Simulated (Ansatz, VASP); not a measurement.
## TiB2 in two plane-wave programs

Aim: how closely do two programs agree when they are given the same cell, functional and k mesh? The cell is taken from a series of runs on this material, whose earlier steps may have relaxed, scaled, displaced or heated it; both programs get it as it stands.

Calculated with Ansatz 0.2.0; plane waves, with VASP 6.6.1 beside it; relaxation of cell and atoms at LDA and zone-centre phonons at LDA.

**1. The starting structure**

It takes space group P6/mmm (No. 191, hexagonal). Conventional cell: a = 2.994 Å, b = 2.994 Å, c = 3.187 Å, α = 90.00°, β = 90.00°, γ = 120.00°. Nearest to Ti lie 12 B at 2.35 Å. Nearest to B lie 3 B at 1.73 Å and 6 Ti at 2.35 Å. Farther neighbours are not listed.

**2. Ansatz: relaxation of cell and atoms, LDA**

Ansatz runs on its PAW soft_1 files.

The relaxed volume is the usual yardstick between codes: in a stiff, nearly cubic crystal its relative difference is about their pressure difference at one cell divided by the bulk modulus.

input.yaml reads:

```yaml
crystal:
  lattice:
    - [2.9936219619, 0.0, 0.0]
    - [-1.4968109809, 2.5925526683, 0.0]
    - [0.0, 0.0, 3.186686514]
  atoms:
    - { symbol: Ti, position: [0.0, 0.0, 0.0] }
    - { symbol: B, position: [0.3333333333, 0.6666666667, 0.5] }
    - { symbol: B, position: [0.6666666667, 0.3333333333, 0.5] }
kpoints:
  mp_grid: { grid: [9, 9, 8] }
hamiltonian:
  xc: lda
  pseudopotentials: { kind: paw, azcp: { folder: soft_1 }, xc_functional: pbe }
scf:
  occupations: { method: gaussian, width: 0.1 }
output:
  forces: true
  stress: true
  eigenvalues: true
basis:
  ecutwfc: 260.0
relax:
  adjacent_minimum: "off"
  f_tol: 0.005
  max_steps: 80
  cell: { stress_tol: 0.05 }
```

Command:

```
> ansatz run input.yaml --threads 4 --pin off --max-ram 15360MiB --backend cpu --events-out ev --progress --plain --runs-dir out
```

Numbers of over 12 decimals in the logs are rounded to 6 here.

Log:

```text
Warning: basis.ecutwfc = 260 eV is below the records' recommended 420 eV, and the density's cutoff is lower with it unless basis.ecutrho_ratio is high enough to keep the records' density cutoff: compare with a run at a higher cutoff
Engine: ansatz 0.2.0, aarch64-unknown-linux-gnu
Pseudopotentials: kind: paw
Pseudopotential: Ti, paw, valence charge 12, recommended cutoff 420 eV (normal), soft_1/Ti.paw.azcp
Pseudopotential: B, paw, valence charge 3, recommended cutoff 420 eV (normal), soft_1/B.paw.azcp
Functional definition: SPW92
  exchange = slater_x
  correlation = pw_c
Crystal: 3 atoms, lattice volume = 24.732 Å³
Basis set: ecut = 260 eV, 225 PW (Γ)
Bands: 13, of which v1, the nominal top of the filled ones, is band 9 counted from 1 (8 counted from 0)
Symmetry: 24 space group operations
Space group: P6/mmm (ITA 191), of the structure as read, at distance tolerance 2.9e-5 Å
k-points: 60 of 648
Non-local potential: Ti, projectors of the file, l = 0: 3, l = 1: 2, l = 2: 3, l = 3: 1
Non-local potential: B, projectors of the file, l = 0: 2, l = 1: 2, l = 2: 1
PAW form: soft (Blöchl's): semilocal exchange-correlation on the pseudo side does not see the compensation charge
PAW frozen core: Ti, regenerated for the run's functional, and the local potential with it (the file was generated under x = pbe(κ = 0.804, μ = 0.219515), c = pbe(β = 0.066725))
PAW frozen core: B, regenerated for the run's functional, and the local potential with it (the file was generated under x = pbe(κ = 0.804, μ = 0.219515), c = pbe(β = 0.066725))
PAW one-centre angular grid: Ti, 590 points (default); XC on 64 Gauss nodes
PAW one-centre angular grid: B, 110 points (default); XC on 64 Gauss nodes
Initial density: superposition of atomic densities (chi_scale 0.1, normalization cell, long waves kept (reshape's long-wave potential 0.00 eV rms))
Initial wavefunctions: pseudopotential atomic-orbital guess
Functional: x = slater, c = lda
SCF iter   1: F=—  HF=-2754.021358 eV  |F-HF|=—  |Δ(HF+E_count)|=         —  Δρ=1.16e-1  dr2=5.06e0  ethr=3.10e-3  ⟨swp⟩=4.3  Hψ=3748  notcnv=0
preconditioner: auto → none  [metal: Δε(μ)=0.019 eV  Ē_g=9.711 eV  σ=0.100 eV  W_gap=0.10  n_scr=8 (ndim 8)  ℏωp=23.6 eV  f_vac=0.000  D(μ)=0.60/eV (n_scr^D=2)  sad-step TF]
SCF iter   2: F=—  HF=-2753.289718 eV  |F-HF|=—  |Δ(HF+E_count)|=   7.32e-1  Δρ=7.57e-2  dr2=2.37e0  ethr=3.10e-3  ⟨swp⟩=2.1  Hψ=1525  notcnv=0  defer=1
SCF iter   3: F=—  HF=-2752.698498 eV  |F-HF|=—  |Δ(HF+E_count)|=   5.91e-1  Δρ=9.94e-3  dr2=2.93e-2  ethr=3.10e-3  ⟨swp⟩=3.7  Hψ=1821  notcnv=0  defer=1
SCF iter   4: F=—  HF=-2752.693892 eV  |F-HF|=—  |Δ(HF+E_count)|=   4.61e-3  Δρ=1.17e-3  dr2=3.37e-4  ethr=1.63e-4  ⟨swp⟩=2.0  Hψ=1439  notcnv=0  defer=1
SCF iter   5: F=—  HF=-2752.693902 eV  |F-HF|=—  |Δ(HF+E_count)|=   9.90e-6  Δρ=3.37e-4  dr2=4.31e-5  ethr=1.87e-6  ⟨swp⟩=2.0  Hψ=1085  notcnv=0  defer=1
SCF iter   6: F=—  HF=-2752.693894 eV  |F-HF|=—  |Δ(HF+E_count)|=   8.27e-6  Δρ=7.18e-5  dr2=1.58e-6  ethr=2.39e-7  ⟨swp⟩=2.2  Hψ=1049  notcnv=0  defer=1
SCF iter   7: F=-2752.693894 eV  HF=-2752.693894 eV  |F-HF|=3.94e-9  |Δ(HF+E_count)|=   3.22e-7  Δρ=4.83e-6  dr2=3.75e-9  ethr=5.56e-10  ⟨swp⟩=5.2  Hψ=3402  notcnv=0
SCF 1 converged in 7 iterations: F = -2752.693894 eV  dr2 = 3.75e-9
  greatest PAW one-centre occupation: 1.002 electrons in one spin orbital (limit 2), on the Ti atom at site 0 (counted from 0), in its partial waves of l = 1
relax step   1: F+E_penalty+E_count = -2752.69389365 eV  Δ(F+E_penalty+E_count) = +0.000e0 eV  max|allowed force component| = 1.419e-16 eV/Å  Δτ_max = 0.0000 Å  P = -0.568 GPa  Ω = 24.732 Å³  (7 SCF iters, dr2 threshold 1.00e-7 eV, accepted)
[...]
relax step   4: F+E_penalty+E_count = -2752.69556704 eV  Δ(F+E_penalty+E_count) = +6.159e-3 eV  max|allowed force component| = 2.405e-16 eV/Å  Δτ_max = 0.0000 Å  P = -0.091 GPa  Ω = 24.691 Å³  stress off target by 1.79e-1 GPa  SCF on the basis re-selected at this cell (its energy is not comparable with the rows above)  (6 SCF iters)
[...]
relax step   5: F+E_penalty+E_count = -2752.69651250 eV  Δ(F+E_penalty+E_count) = -9.455e-4 eV  max|allowed force component| = 7.401e-17 eV/Å  Δτ_max = 0.0000 Å  P = -0.021 GPa  Ω = 24.685 Å³  energy of the carried Pulay correction = +9.419e-4 eV  (6 SCF iters, dr2 threshold 8.00e-8 eV, accepted)
[...]
relax step   6: F+E_penalty+E_count = -2752.69412668 eV  Δ(F+E_penalty+E_count) = +2.386e-3 eV  max|allowed force component| = 6.168e-17 eV/Å  Δτ_max = 0.0000 Å  P = -0.036 GPa  Ω = 24.685 Å³  stress off target by 3.57e-2 GPa  SCF on the basis re-selected at this cell (its energy is not comparable with the rows above)  (8 SCF iters)
basis re-selected at this cell: Δ(F+E_penalty+E_count) = +2.386e-3 eV, ΔP = -0.014 GPa vs the last step (what re-selecting the basis moved, of the pressure what is left beyond the Pulay correction that the steps carried, after the strain that the cell walked since its last selection, with what the two solves' SCF thresholds leave and, on support functions, any second-order correction that the steps lacked; it is no m [...]
SCF converged after 8 iterations
Free energy (F): -2752.694127 eV
Harris-Foulkes:  -2752.694127 eV  (|F-HF|=4.55e-13)
Internal energy: -2752.691311 eV  (E = F + TS)
E sigma→0 (E₀):  -2752.692719 eV
Entropy (-TS):   -0.002815 eV (-0.938 meV/atom)
Fermi energy:    15.397679 eV
--- Per-component energies (eV) ---
  E_band       = -87.194196
  E_kinetic    = 388.981290
  E_local      = -823.391070  (includes V_loc(G=0)·N_el)
  E_nonlocal   = 80.268254
  E_hartree    = 338.651822
  E_xc         = -184.825942
  E_vxc        = -227.855702  (∫ρ·V_xc dr)
  E_paw        = -1138.554567  (= ΣΔE_a)
  E_vpaw       = -182.500682  (= ΣTr[D̂ρ^β])
  E_aug_tail   = 0.000071  (compensation charges beyond the density's cutoff)
  E_ewald      = -1414.238787
  E_core_change = 0.417619  (= ΣΔE_core)
  E_smearing   = -0.002815  (= −TS)
  E_closure    = 0.000000  (closes the sum)
  Σ components = -2752.694127   (vs F -2752.694127, Δ=0.00e0)
--- Forces (eV/Å), atoms counted from 1 ---
  atom   1  Ti    -0.00000000     0.00000000     0.00000000
  atom   2  B      0.00000000     0.00000000    -0.00000000
  atom   3  B      0.00000000    -0.00000000     0.00000000
  max |Σ_I F_I| component: 3.70e-17 eV/Å
--- Stress (GPa, compression-positive) ---
       -0.035691      -0.000000      -0.000000
       -0.000000      -0.035691      -0.000000
       -0.000000      -0.000000      -0.035149
  P = ⅓ Tr σ = -0.0355 GPa (-0.355 kbar)
--- Band table (eV; the first three rows and the last of 60) ---
  k-point 0: bands = [... 5 lower, 12.7458, 12.7458, 13.2430, 13.3138, 17.5510, 17.5510, 19.4630, 19.4630]
  k-point 1: bands = [... 5 lower, 11.5925, 12.9094, 12.9094, 14.6937, 16.9506, 16.9506, 19.0364, 19.0364]
  k-point 2: bands = [... 5 lower, 9.9125, 13.4145, 13.4145, 15.9308, 16.0977, 16.0977, 18.0581, 18.0581]
  k-point 59: bands = [... 5 lower, 6.8381, 9.7125, 12.2521, 12.2521, 18.1095, 20.0677, 20.0677, 20.2851]
--- Relaxed structure (4 steps of the walk, 4 accepted, 2 SCFs on fresh bases) ---
  F+E_penalty+E_count = -2752.69412668 eV   max|allowed force component| = 6.168e-17 eV/Å   (the final SCF, on the basis selected at the relaxed cell)
  cell:  # Å, volume = 24.6852 Å³
    - [2.994909, -2.887993225130066e-11, 0.0]
    - [-1.497454, 2.593667, 0.0]
    - [0.0, 0.0, 3.177886]
  atoms:
    - { symbol: Ti, position: [0, 0, 0.0] }
    - { symbol: B, position: [0.333333, 0.666667, 0.500000] }
    - { symbol: B, position: [0.666667, 0.333333, 0.500000] }
```

In the SCF lines HF is the Harris–Foulkes energy and dr2 the Hartree energy of the density residual, in eV; the loop may stop once dr2 is under the threshold and the program's other checks hold. Hψ counts applications of the Hamiltonian.

**3. VASP: relaxation of cell and atoms, LDA**

The same cell, functional (in two slightly different forms), mesh and smearing now go to VASP, with its own data sets.

Lines of VASP's logs that name or quote its potential files are left out, and so is its time.

INCAR reads:

```
SYSTEM = TiB2
PREC = Accurate
ENCUT = 500
EDIFF = 1E-07
NELM = 120
ISMEAR = 0
SIGMA = 0.1
LREAL = .FALSE.
ALGO = Normal
GGA = CA
NBANDS = 15
LASPH = .TRUE.
LORBIT = 11
LWAVE = .FALSE.
LCHARG = .FALSE.
ISIF = 3
IBRION = 2
NSW = 80
EDIFFG = -0.005
GGA_COMPAT = .FALSE.
NELMIN = 4
KPAR = 2
```

POSCAR reads:

```
TiB2
1.0
    2.9936220000      0.0000000000      0.0000000000
   -1.4968110000      2.5925530000      0.0000000000
    0.0000000000      0.0000000000      3.1866870000
Ti B
1 2
Direct
    0.0000000000      0.0000000000      0.0000000000
    0.3333332048      0.6666664095      0.4999998431
    0.6666666024      0.3333332048      0.4999998431
```

KPOINTS reads:

```
Automatic mesh
0
Gamma
9 9 8
0 0 0
```

Potentials, in the order of the species: Ti_sv and B (LDA family, release 64).

Command:

```
> mpirun -np 2 vasp_std
```

Log:

```text
[banner, memory and clock lines left out]
running    2 mpi-ranks, on    1 nodes
 distrk:  each k-point on    1 cores,    2 groups
 distr:  one band on    1 cores,    1 groups

 POSCAR found type information on POSCAR TiB
 POSCAR found :  2 types and       3 ions
 LDA part: xc-table for (Slater(with rela. corr.)+CA(PZ))
 , standard interpolation
 POSCAR, INCAR and KPOINTS ok, starting setup
 FFT: planning ... GRIDC
 FFT: planning ... GRID_SOFT
 FFT: planning ... GRID
 WAVECAR not read
 entering main loop
       N       E                     dE             d eps       ncg     rms          rms(c)
DAV:   1     0.117774518607E+03    0.11777E+03   -0.89245E+03  1800   0.134E+03
DAV:   2    -0.247959655628E+02   -0.14257E+03   -0.13734E+03  1877   0.356E+02
DAV:   3    -0.320675413146E+02   -0.72716E+01   -0.72050E+01  2594   0.773E+01
DAV:   4    -0.322514110577E+02   -0.18387E+00   -0.18369E+00  2232   0.111E+01
DAV:   5    -0.322568801315E+02   -0.54691E-02   -0.54690E-02  2676   0.156E+00    0.171E+01
DAV:   6    -0.269285896482E+02    0.53283E+01   -0.22166E+01  2502   0.531E+01    0.376E+00
DAV:   7    -0.269188993048E+02    0.96903E-02   -0.13372E+00  1954   0.136E+01    0.349E+00
DAV:   8    -0.269160449332E+02    0.28544E-02   -0.83690E-02  2846   0.249E+00    0.950E-01
DAV:   9    -0.269160472712E+02   -0.23380E-05   -0.32534E-02  2240   0.254E+00    0.259E-01
DAV:  10    -0.269155964971E+02    0.45077E-03   -0.35123E-03  2474   0.753E-01    0.697E-02
DAV:  11    -0.269155797860E+02    0.16711E-04   -0.28162E-04  2474   0.175E-01    0.685E-02
DAV:  12    -0.269155659791E+02    0.13807E-04   -0.73814E-05  2477   0.108E-01    0.692E-03
DAV:  13    -0.269155654106E+02    0.56850E-06   -0.27267E-06  2159   0.208E-02    0.225E-03
DAV:  14    -0.269155654037E+02    0.69431E-08   -0.18755E-07  2041   0.447E-03
   1 F= -.26915565E+02 E0= -.26914138E+02  d E =-.269156E+02
[...]
2 F= -.26917864E+02 E0= -.26916458E+02  d E =-.229902E-02
[...]
3 F= -.26918025E+02 E0= -.26916611E+02  d E =-.245924E-02
[...]
4 F= -.26918143E+02 E0= -.26916737E+02  d E =-.118107E-03
 trial-energy change:   -0.000118  1 .order   -0.000117   -0.000715    0.000481
 step:   0.5739(harm=  0.5739)  dis= 0.00000  next Energy=   -26.918239 (dE=-0.214E-03)
 bond charge predicted
       N       E                     dE             d eps       ncg     rms          rms(c)
DAV:   1    -0.269187141533E+02   -0.57142E-03   -0.11853E-02  2167   0.165E+00    0.190E-01
DAV:   2    -0.269183039183E+02    0.41023E-03   -0.25032E-03  2106   0.694E-01    0.626E-02
DAV:   3    -0.269182404032E+02    0.63515E-04   -0.23306E-04  2549   0.155E-01    0.270E-02
DAV:   4    -0.269182337799E+02    0.66233E-05   -0.63068E-05  2773   0.587E-02    0.131E-02
DAV:   5    -0.269182380498E+02   -0.42699E-05   -0.95133E-06  2468   0.275E-02    0.235E-03
DAV:   6    -0.269182382080E+02   -0.15818E-06   -0.18633E-06  2562   0.817E-03    0.175E-03
DAV:   7    -0.269182381731E+02    0.34876E-07   -0.45081E-07  1856   0.649E-03
   5 F= -.26918238E+02 E0= -.26916828E+02  d E =-.213530E-03
 curvature:  -0.32 expect dE=-0.123E-06 dE for cont linesearch -0.275E-07
 trial: gam=-0.01615 g(F)=  0.705E-43 g(S)=  0.382E-06 ort = 0.845E-05 (trialstep = 0.882E+00)
 search vector abs. value=  0.327E-06
 reached required accuracy - stopping structural energy minimisation
```

Parts of OUTCAR (step 3):

```text
ion  position               nearest neighbor table
   1  0.000  0.000  0.000-   2 2.35   3 2.35   3 2.35   2 2.35   2 2.35   2 2.35   3 2.35   3 2.35
                             3 2.35   2 2.35   2 2.35   3 2.35
   2  0.333  0.667  0.500-   3 1.73   3 1.73   3 1.73   1 2.35   1 2.35   1 2.35   1 2.35   1 2.35
                             1 2.35
   3  0.667  0.333  0.500-   2 1.73   2 1.73   2 1.73   1 2.35   1 2.35   1 2.35   1 2.35   1 2.35
                             1 2.35

  LATTYP: Found a hexagonal cell.
 ALAT       =     2.9936220000
 C/A-ratio  =     1.0644921102

 Subroutine GETGRP returns: Found 24 space group operations
 (whereof 24 operations were pure point group operations)

The static configuration has the point symmetry D_6h.

 Found     60 irreducible k-points:

   k-points           NKPTS =     60   k-points in BZ     NKDIM =     60   number of bands    NBANDS=     15

   dimension x,y,z NGX =    24 NGY =   24 NGZ =   24
   dimension x,y,z NGXF=    48 NGYF=   48 NGZF=   48

   ENCUT  =  500.0 eV  36.75 Ry    6.06 a.u.   5.46  5.46  5.81*2*pi/ulx,y,z

   NELECT =      18.0000    total number of electrons

 k-points in reciprocal lattice and weights: Automatic mesh
   0.00000000  0.00000000  0.00000000       0.002
   0.11111111 -0.00000000  0.00000000       0.009
   0.22222222  0.00000000  0.00000000       0.009
   0.33333333  0.00000000  0.00000000       0.009
   0.44444444  0.00000000  0.00000000       0.009
   0.11111111  0.11111111  0.00000000       0.009
   0.22222222  0.11111111  0.00000000       0.019
   0.33333333  0.11111111  0.00000000       0.019
   0.44444444  0.11111111  0.00000000       0.009
[...]
0.33333333  0.22222222  0.50000000       0.019
   0.33333333  0.33333333  0.50000000       0.003

 average (electrostatic) potential at core
       1 -70.2585       2 -26.9853       3 -26.9853

 E-fermi :  10.3475

 k-point     1 :       0.0000    0.0000    0.0000
  band No.  band energies     occupation
    ...
      5      -3.1029      2.00000
      6       7.6514      2.00000
      7       7.6514      2.00000
      8       8.2146      2.00000
      9       8.2665      2.00000
     10      12.4176      0.00000
     11      12.4176      0.00000
     12      14.3221      0.00000
     13      14.3221      0.00000
     14      16.3130      0.00000
    ...

 k-point     2 :       0.1111   -0.0000    0.0000
  band No.  band energies     occupation
    ...
      5      -2.8606      2.00000
      6       7.0151      2.00000
      7       7.6223      2.00000
      8       8.0471      2.00000
      9       8.3288      2.00000
     10      12.3457      0.00000
     11      12.8534      0.00000
     12      13.4796      0.00000
     13      13.6357      0.00000
     14      17.1719      0.00000
    ...

 k-point     3 :       0.2222    0.0000    0.0000
  band No.  band energies     occupation
    ...
      5      -2.1614      2.00000
      6       5.5188      2.00000
      7       7.4966      2.00000
      8       7.6384      2.00000
      9       8.4880      2.00000
     10      12.1691      0.00000
     11      12.6898      0.00000
     12      13.0854      0.00000
     13      13.7382      0.00000
     14      17.9865      0.00000
    ...

  Total        0.0026189      0.0026189      0.0031678      0.0000000      0.0000000      0.0000000
  in kB        0.1707355      0.1707356      0.2065186      0.0000000      0.0000000      0.0000000
  external PRESSURE =       0.1826632 kB  Pullay stress =       0.0000000 kB

  energy-cutoff  :      500.00
  volume of cell :       24.58
      direct lattice vectors                 reciprocal lattice vectors
     2.997177808  0.000000000  0.000000000     0.333647205  0.192631282  0.000000000
    -1.498588904  2.595632421  0.000000000     0.000000000  0.385262563 -0.000000000
    -0.000000000  0.000000000  3.159019647     0.000000000 -0.000000000  0.316553903

 POSITION                                       TOTAL-FORCE (eV/Angst)
 -----------------------------------------------------------------------------------
     -0.00000      0.00000      0.00000         0.000000     -0.000000      0.000000
      0.00000      1.73042      1.57951        -0.000000      0.000000      0.000000
      1.49859      0.86521      1.57951         0.000000     -0.000000      0.000000
 -----------------------------------------------------------------------------------
    total drift:                               -0.000000      0.000019      0.000021

  FREE ENERGIE OF THE ION-ELECTRON SYSTEM (eV)
  ---------------------------------------------------
  free  energy   TOTEN  =       -26.9182381731 eV

  energy  without entropy=      -26.9154179275  energy(sigma->0) =      -26.91682805

 reached required accuracy - stopping structural energy minimisation

 total charge
# of ion       s       p       d       tot
------------------------------------------
    1        2.187   6.234   2.114  10.536
    2        0.692   1.370   0.000   2.062
    3        0.692   1.370   0.000   2.062
--------------------------------------------------
tot          3.572   8.974   2.114  14.659

[... 3 further parts left out ...]
```

The run keeps the 24 symmetry operations of its start, so it cannot find a distortion of lower symmetry.

**4. Differences**

Known differences besides the potentials themselves: the two LDA forms differ slightly; the cutoff is 260 eV in Ansatz and 500 eV in VASP; VASP's log shows a relativistic correction to its local exchange, Ansatz's none; Ansatz adds a Pulay correction to the stress that steers its cell, VASP none; Ansatz's log warns that its cutoff lies below the recommended one. Total energies have different zeros and are not compared.

Both answers:

```
                                         quantity  Ansatz   VASP  difference
                                      volume (Å³)   24.69  24.58     +0.44 %
edge a after relaxation, in the typed setting (Å)   2.995  2.997     -0.08 %
edge c after relaxation, in the typed setting (Å)   3.178  3.159     +0.60 %
```

**5. Ansatz: zone-centre phonons, LDA, pair 2**

Second derivatives magnify differences that forces hide, and they need a tight electronic threshold.

The cell is taken from a series of runs on this material, whose earlier steps may have relaxed, scaled, displaced or heated it; both programs get it as it stands.

input.yaml, the sections that differ from step 2:

```yaml
crystal:
  lattice:
    - [2.994908658, 0.0, 0.0]
    - [-1.497454329, 2.5936669799, 0.0]
    - [0.0, 0.0, 3.1778860442]
  atoms:
    - { symbol: Ti, position: [0.0, 0.0, 0.0] }
    - { symbol: B, position: [0.3333333333, 0.6666666667, 0.5] }
    - { symbol: B, position: [0.6666666667, 0.3333333333, 0.5] }
kpoints:
  mp_grid: { grid: [10, 10, 8] }
output:
  eigenvalues: true
phonons:
  method: dfpt
# hamiltonian, scf, basis: as in step 2
# relax: removed
```

Command:

```
> ansatz run input.yaml --threads 4 --pin off --max-ram 15360MiB --backend cpu --events-out ev --progress --plain --runs-dir out
```

Log:

```text
[...]
zone centre: on kpoints.mp_grid the ground state, and the responses unless they are solved on pairs of k-points, stand on 155 of the mesh's 800 k-points, reduced under 4 symmetry operations, with k and −k counted as one. Each operation leaves every solved displacement unchanged or reverses it
[...]
Crystal: 3 atoms, lattice volume = 24.685 Å³
[...]
k mesh reduced under 4 symmetry operations, with k and −k counted as one. Each operation leaves every solved displacement unchanged or reverses it
  ASR residual: 2.795e-6 → 0.000e0 eV/Å²; symmetrization residual: 3.364e-7 eV/Å²
  ASR residual per site (eV/Å²): 2.80e-6 4.41e-7 4.41e-7
  Γ frequencies (cm⁻¹): 0.00 0.00 0.00 533.55 533.55 535.09 537.65 920.12 920.12
  non-analytic LO–TO correction: not included (Born effective charges unavailable; polar crystals: no LO–TO splitting at Γ)
[key lines of the parts left out:]
SCF converged after 10 iterations
Free energy (F): -2752.690934 eV
Fermi energy:    15.382383 eV
```

(Continued in part 2 of 2.)

[Lines on the potential files, build, host, timing and source positions are cut from VASP's logs without a mark.]

[Logs are printed without paths, hosts, clocks, repeated set-up lines and the standing remarks that a program may print on its own settings, such as how far it seeks lower states.]

[Hosts, paths, dates, database ids (printed as entryN), source tags and the programs' standing remarks are cut or masked in the printed files.]
